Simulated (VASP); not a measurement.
Calculation: PBE GGA, VASP's PBE PAW potentials (set 64) (plane waves; VASP).

Input for VASP

**POSCAR**
```
HgTe
1
    0.0000000000     3.1888760000     3.2642030000
    3.1683340000     0.0000000000     3.2642030000
    3.1683340000     3.1888760000     0.0000000000
Hg Te
1 1
Direct
  0.0000000000   0.0000000000   0.0000000000
  0.2416090000   0.2583910000   0.2583910000
```

### INCAR
```
SYSTEM = HgTe
PREC = Normal
ENCUT = 400
EDIFF = 1E-6
NELM = 100
ALGO = Normal
LREAL = .FALSE.
LASPH = .TRUE.
ISMEAR = 0
SIGMA = 0.05
GGA = PE
LMAXMIX = 6
LWAVE = .FALSE.
LCHARG = .FALSE.
ISIF = 2
```

File KPOINTS:
```
Automatic mesh
0
Gamma
7 7 7
0 0 0
```

POTCAR, in this order: Hg Te (PBE.64 set). Program: vasp_std.

What VASP printed:

OUTCAR:
```
 ion  position               nearest neighbor table
   1  0.000  0.000  0.000-   2 2.75   2 2.75   2 2.81   2 2.81
   2  0.242  0.258  0.258-   1 2.75   1 2.75   1 2.81   1 2.81
  LATTYP: Found a face centered orthorhombic cell.
 ALAT       =     6.3366680000
 B/A-ratio  =     1.0064835336
 C/A-ratio  =     1.0302584892
 Subroutine PRICEL returns:
 Original cell was already a primitive cell.
 Subroutine GETGRP returns: Found  2 space group operations
The static configuration has the point symmetry C_2 .
The dynamic configuration has the point symmetry C_2 .
 Subroutine INISYM returns: Found  2 space group operations
 Subroutine IBZKPT returns following result:
 Found    100 irreducible k-points:

 Following reciprocal coordinates:
            Coordinates               Weight
  0.000000  0.000000  0.000000      1.000000
  0.142857 -0.000000  0.000000      4.000000
  0.000000  0.000000  0.142857      4.000000
  0.285714  0.000000 -0.000000      4.000000
  0.000000  0.000000  0.285714      4.000000
  0.428571 -0.000000 -0.000000      4.000000
  0.000000  0.000000  0.428571      4.000000
  0.142857  0.142857  0.000000      2.000000
  0.285714  0.142857 -0.000000      4.000000
 -0.142857 -0.142857  0.142857      4.000000
  0.428571  0.142857 -0.000000      4.000000
 -0.142857 -0.142857  0.285714      4.000000
 -0.428571  0.142857  0.000000      4.000000
 -0.142857 -0.142857  0.428571      4.000000
 -0.285714  0.142857  0.000000      4.000000
 -0.142857 -0.142857 -0.428571      4.000000
 -0.142857  0.142857  0.000000      4.000000
  0.285714  0.285714  0.000000      2.000000
  0.428571  0.285714 -0.000000      4.000000
 -0.285714 -0.285714  0.142857      4.000000
 -0.428571  0.285714  0.000000      4.000000
 -0.285714 -0.285714  0.285714      4.000000
 -0.285714  0.285714  0.000000      4.000000
  0.428571  0.428571  0.000000      2.000000
 -0.428571  0.428571  0.000000      4.000000
  0.142857  0.000000  0.142857      2.000000
  0.285714  0.000000  0.142857      4.000000
  0.142857 -0.000000  0.285714      4.000000
  0.428571 -0.000000  0.142857      4.000000
  0.142857  0.000000  0.428571      4.000000
 -0.428571  0.000000  0.142857      4.000000
  0.142857  0.000000 -0.428571      4.000000
 -0.285714  0.000000  0.142857      4.000000
  0.142857  0.000000 -0.285714      4.000000
 -0.142857  0.000000  0.142857      4.000000
  0.000000  0.142857  0.142857      2.000000
  0.285714  0.142857  0.142857      2.000000
  0.000000 -0.142857  0.142857      2.000000
  0.428571  0.142857  0.142857      4.000000
  0.000000 -0.142857  0.285714      4.000000
   k-points           NKPTS =    100   k-points in BZ     NKDIM =    100   number of bands    NBANDS=     13
   number of dos      NEDOS =    301   number of ions     NIONS =      2
   total plane-waves  NPLWV =  13824
   dimension x,y,z NGX =    24 NGY =   24 NGZ =   24
   dimension x,y,z NGXF=    48 NGYF=   48 NGZF=   48
   ions per type =               1   1
   PREC   = normal    normal or accurate (medium, high low for compatibility)
   ISTART =      0    job   : 0-new  1-cont  2-samecut
   ICHARG =      2    charge: 1-file 2-atom 10-const
   ISPIN  =      1    spin polarized calculation?
   LNONCOLLINEAR =      F non collinear calculations
   LSORBIT =      F    spin-orbit coupling
   INIWAV =      1    electr: 0-lowe 1-rand  2-diag
   ENCUT  =  400.0 eV  29.40 Ry    5.42 a.u.   7.44  7.42  7.33*2*pi/ulx,y,z
   NELM   =    100;   NELMIN=  2; NELMDL= -5     # of ELM steps
   EDIFF  = 0.1E-05   stopping-criterion for ELM
   LREAL  =      F    real-space projection
...
```

### OSZICAR
```
       N       E                     dE             d eps       ncg     rms          rms(c)
DAV:   1     0.932544720419E+02    0.93254E+02   -0.70906E+03  2632   0.967E+02
DAV:   2    -0.124806886504E+00   -0.93379E+02   -0.89118E+02  2890   0.245E+02
DAV:   3    -0.371272883877E+01   -0.35879E+01   -0.35756E+01  3165   0.501E+01
DAV:   4    -0.374780455632E+01   -0.35076E-01   -0.35070E-01  3648   0.453E+00
DAV:   5    -0.374791475380E+01   -0.11020E-03   -0.11020E-03  3155   0.223E-01    0.841E+00
DAV:   6    -0.353843023617E+01    0.20948E+00   -0.51007E-01  2980   0.107E+01    0.654E+00
DAV:   7    -0.353058400210E+01    0.78462E-02   -0.12196E-01  3000   0.280E+00    0.229E+00
DAV:   8    -0.352957026631E+01    0.10137E-02   -0.13423E-02  2695   0.158E+00    0.647E-01
DAV:   9    -0.352960166377E+01   -0.31397E-04   -0.88781E-04  3005   0.379E-01    0.164E-01
DAV:  10    -0.352963015664E+01   -0.28493E-04   -0.99784E-05  3011   0.982E-02    0.562E-02
DAV:  11    -0.352964670414E+01   -0.16547E-04   -0.48177E-05  2745   0.655E-02    0.486E-02
DAV:  12    -0.352964409730E+01    0.26068E-05   -0.61980E-06  3060   0.283E-02    0.228E-02
DAV:  13    -0.352964383089E+01    0.26641E-06   -0.82972E-07  1915   0.563E-03
   1 F= -.35296438E+01 E0= -.35295671E+01  d E =-.153529E-03
```

OUTCAR:
```
------------------------ aborting loop because EDIFF is reached ----------------------------------------
  FORCE on cell =-STRESS in cart. coord.  units (eV):
  Direction    XX          YY          ZZ          XY          YZ          ZX
  --------------------------------------------------------------------------------------
  Total        2.1236959      2.1271983      2.0145774      0.0000000     -0.3842964      0.0000000
  in kB       51.5854435     51.6705176     48.9349113      0.0000000     -9.3347161      0.0000000
  external PRESSURE =      50.7302908 kB  Pullay stress =       0.0000000 kB
  volume of cell :       65.96
      direct lattice vectors                 reciprocal lattice vectors
     0.000000000  3.188876000  3.264203000    -0.157811645  0.156795059  0.153176748
     3.168334000  0.000000000  3.264203000     0.157811645 -0.156795059  0.153176748
     3.168334000  3.188876000  0.000000000     0.157811645  0.156795059 -0.153176748
 POSITION                                       TOTAL-FORCE (eV/Angst)
 -----------------------------------------------------------------------------------
      0.00000      0.00000      0.00000         0.231111     -0.000000      0.000000
      1.63734      1.59444      1.63210        -0.231111      0.000000      0.000000
 -----------------------------------------------------------------------------------
    total drift:                                0.000022      0.000002      0.000001
  FREE ENERGIE OF THE ION-ELECTRON SYSTEM (eV)
  ---------------------------------------------------
  free  energy   TOTEN  =        -3.5296438309 eV

  energy  without entropy=       -3.5294903018  energy(sigma->0) =       -3.52956707
```
(Selected blocks of OUTCAR.)

The compound is HgTe in the zinc blende structure. The cell was not relaxed at this level, atoms are displaced from their ideal sites. The run is one of a series of settings (PREC = Normal against the base run), some of them coarse on purpose.
